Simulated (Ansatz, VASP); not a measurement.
**One calculation of AlInC4N4, two programs**

```xyz
10
Lattice="5.9923 0.0000 0.0000 0.0000 5.9923 0.0000 0.0000 0.0000 5.9923" Properties=species:S:1:pos:R:3 pbc="T T T"
Al    2.9961    2.9961    2.9961
In    0.0000    0.0000    0.0000
C     1.2493    1.2493    1.2493
C     1.2493    4.7430    4.7430
C     4.7430    1.2493    4.7430
C     4.7430    4.7430    1.2493
N     1.9339    1.9339    1.9339
N     1.9339    4.0584    4.0584
N     4.0584    1.9339    4.0584
N     4.0584    4.0584    1.9339
```

Alike in both runs: functional PBE; k mesh 6 × 6 × 6; occupations gaussian, width 0.1 eV; no spin polarisation.

Ansatz relaxed the structure, and its values are those at the end. VASP's run is a single point on that final structure, the one shown.

```csv
,VASP,Ansatz
version,VASP 6.6.1,Ansatz 0.2.0
potentials or method,"VASP PAW PBE potentials, release 64 (Al, In_d, C, N)","scalar-relativistic, plane waves, PAW"
plane-wave cutoff (eV),520,420
valence electrons in the cell,52,52
```

VASP gave:

| Quantity | Value |
| --- | --- |
| gap on the k mesh at the Fermi level (eV) | none |
| pressure (GPa) | 0.2 |
| rms of the force components (eV/Å) | 0.163 |

Problem. Which values does Ansatz return?

Solution. gap on the k mesh at the Fermi level (eV): none; pressure (GPa): 0.0; rms of the force components (eV/Å): 0.001.

A gap of «none» marks a metal or a gap that the smearing closes. One of these differences is far larger than is usual between the two programs; its cause wasn't traced.

Caveats: the standard files for N, O and F lose accuracy on very short bonds.
